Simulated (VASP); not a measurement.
Computed with rev-vdW-DF2, VASP's PBE PAW potentials (set 64) (plane waves; VASP 6.6.1).

VASP ran on this input.

### POSCAR
```
Sc
1
    1.6426226270    -2.8451057630     0.0000000000
    1.6426226270     2.8451057630    -0.0000000000
    0.0000000000    -0.0000000000     5.1000487286
Sc
2
Direct
  0.3333330000   0.6666670000   0.2500000000
  0.6666670000   0.3333330000   0.7500000000
```

KPOINTS:
```
K-points
0
gamma
 12 12 7
0 0 0
```

### INCAR
```
SYSTEM = Sc
PREC = Accurate; ENCUT = 520; LREAL = .FALSE.
LASPH = .TRUE.
EDIFF = 1E-6; NELM = 100; ALGO = Normal
LMAXMIX = 4
ISMEAR = 1; SIGMA = 0.1
GGA = MK; LUSE_VDW = .TRUE.; AGGAC = 0.0
PARAM1 = 0.1234568; PARAM2 = 0.7114; ZAB_VDW = -1.8867
IBRION = 2; NSW = 60; ISIF = 3
EDIFFG = -0.01
LWAVE = .FALSE.; LCHARG = .FALSE.
```

POTCAR, in this order: Sc_sv (PBE.64 set). Program: vasp_std.

What VASP printed:

### OSZICAR
```
       N       E                     dE             d eps       ncg     rms          rms(c)
DAV:   1     0.391095392012E+03    0.39110E+03   -0.11132E+04  2280   0.157E+03
DAV:   2     0.141844244579E+02   -0.37691E+03   -0.37153E+03  3115   0.664E+02
DAV:   3    -0.869516047573E+01   -0.22880E+02   -0.22180E+02  3787   0.193E+02
DAV:   4    -0.908006758651E+01   -0.38491E+00   -0.38245E+00  3457   0.235E+01
DAV:   5    -0.908677051494E+01   -0.67029E-02   -0.66939E-02  3798   0.292E+00    0.787E+00
DAV:   6    -0.795018021907E+01    0.11366E+01   -0.26403E+00  2861   0.215E+01    0.236E+00
DAV:   7    -0.779959653015E+01    0.15058E+00   -0.64761E-01  2973   0.968E+00    0.820E-01
DAV:   8    -0.778955863910E+01    0.10038E-01   -0.25702E-02  3134   0.247E+00    0.220E-01
DAV:   9    -0.778853728930E+01    0.10213E-02   -0.64604E-03  2994   0.990E-01    0.250E-02
DAV:  10    -0.778857454517E+01   -0.37256E-04   -0.14005E-04  3826   0.175E-01    0.650E-03
DAV:  11    -0.778857309910E+01    0.14461E-05   -0.22634E-06  2379   0.240E-02    0.226E-03
DAV:  12    -0.778857381729E+01   -0.71819E-06   -0.54021E-07  1826   0.163E-02
   1 F= -.77885738E+01 E0= -.77883758E+01  d E =-.778857E+01
       N       E                     dE             d eps       ncg     rms          rms(c)
DAV:   1    -0.779016305326E+01   -0.15900E-02   -0.51560E-02  3378   0.427E+00    0.265E-01
DAV:   2    -0.778877237497E+01    0.13907E-02   -0.45523E-03  3050   0.920E-01    0.796E-02
DAV:   3    -0.778865779535E+01    0.11458E-03   -0.46655E-04  3700   0.300E-01    0.340E-02
DAV:   4    -0.778864828120E+01    0.95142E-05   -0.24791E-05  4251   0.665E-02    0.334E-03
DAV:   5    -0.778864824636E+01    0.34839E-07   -0.72213E-07  1749   0.144E-02
   2 F= -.77886482E+01 E0= -.77884650E+01  d E =-.744291E-04
```

### OUTCAR
```
------------------------ aborting loop because EDIFF is reached ----------------------------------------
  FORCE on cell =-STRESS in cart. coord.  units (eV):
  Direction    XX          YY          ZZ          XY          YZ          ZX
  --------------------------------------------------------------------------------------
  Total        0.0012390      0.0012390     -0.0190579      0.0000000      0.0000000      0.0000000
  in kB        0.0415416      0.0415416     -0.6389593      0.0000000      0.0000000      0.0000000
  external PRESSURE =      -0.1852920 kB  Pullay stress =       0.0000000 kB
  volume of cell :       47.79
      direct lattice vectors                 reciprocal lattice vectors
     1.644681531 -2.848671889  0.000000000     0.304010224 -0.175520390  0.000000000
     1.644681531  2.848671889 -0.000000000     0.304010224  0.175520390  0.000000000
    -0.000000000 -0.000000000  5.099860211     0.000000000  0.000000000  0.196083806
 POSITION                                       TOTAL-FORCE (eV/Angst)
 -----------------------------------------------------------------------------------
      1.64468      0.94956      1.27497        -0.000000      0.000000      0.000000
      1.64468     -0.94956      3.82490         0.000000     -0.000000      0.000000
 -----------------------------------------------------------------------------------
    total drift:                                0.000000      0.000685     -0.000014
  FREE ENERGIE OF THE ION-ELECTRON SYSTEM (eV)
  ---------------------------------------------------
  free  energy   TOTEN  =        -7.7886482464 eV

  energy  without entropy=       -7.7880984609  energy(sigma->0) =       -7.78846498

 reached required accuracy - stopping structural energy minimisation
```
(Selected blocks of OUTCAR.)

File CONTCAR:
```
Sc
   1.00000000000000
     1.6446815311929632   -2.8486718893519112    0.0000000000000000
     1.6446815311929632    2.8486718893519112   -0.0000000000000000
    -0.0000000000000000   -0.0000000000000000    5.0998602109486892
  Sc
     2
Direct
     0.3333330000000032    0.6666669999999968    0.2500000000000000
     0.6666669999999968    0.3333330000000032    0.7500000000000000
```

The compound is Sc in the hcp structure. This run relaxes it. Symmetry was kept, so distortions that lower it aren't found. The start is the result of an earlier pass.
